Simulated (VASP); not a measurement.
Crystal: Li.

```
CELL_PARAMETERS angstrom
-1.73925 1.73925 1.73925
1.73925 -1.73925 1.73925
1.73925 1.73925 -1.73925
ATOMIC_POSITIONS crystal
Li 0.00000 0.00000 0.00000
```

* Program: VASP 6.6.1
* Task: relaxation of cell and atoms
* Functional: PBE
* Dispersion: D3(BJ)
* Potentials or basis: VASP PAW PBE potentials, release 64 (Li_sv)
* Cutoff: 600 eV
* k mesh: 16 × 16 × 16
* Occupations: gaussian, width 0.1 eV
* Spin: no spin polarisation

At the start: pressure -1.8 GPa; volume 21.05 Å³/atom.

Q: Where does the relaxation end?

A: Over 5 steps the energy falls by 18.7 meV/atom and the volume is 18.10 Å³/atom (-14.0 %); space group Im-3m (No. 229, to 0.05 Å).

Step by step:
```
step  energy change (eV)  largest force (eV/Å)  pressure (GPa)  volume (Å³)
   1              0.0000                0.0000           -1.82        21.05
   2             -0.0074                0.0000           -1.49        20.33
   3             -0.0180                0.0000           -0.45        18.65
   4             -0.0187                0.0000            0.06        18.04
   5             -0.0187                0.0000           -0.01        18.10
```

Final structure:
```cif
data_structure
_symmetry_space_group_name_H-M 'P 1'
_symmetry_Int_Tables_number 1
_cell_length_a 2.8649
_cell_length_b 2.8649
_cell_length_c 2.8649
_cell_angle_alpha 109.471
_cell_angle_beta 109.471
_cell_angle_gamma 109.471
_cell_volume 18.10
loop_
_atom_site_label
_atom_site_type_symbol
_atom_site_fract_x
_atom_site_fract_y
_atom_site_fract_z
_atom_site_occupancy
Li1 Li 0.00000 0.00000 0.00000 1
```

Caveat: the cutoff is under 1.25 times the usual one of these potentials, so pressure, stress and relaxed cells hold a basis-set (Pulay) error; the volume moved by -14 % from the deposited cell, more than functionals usually miss; pairwise dispersion overbinds metals, which lowers pressure and volume.
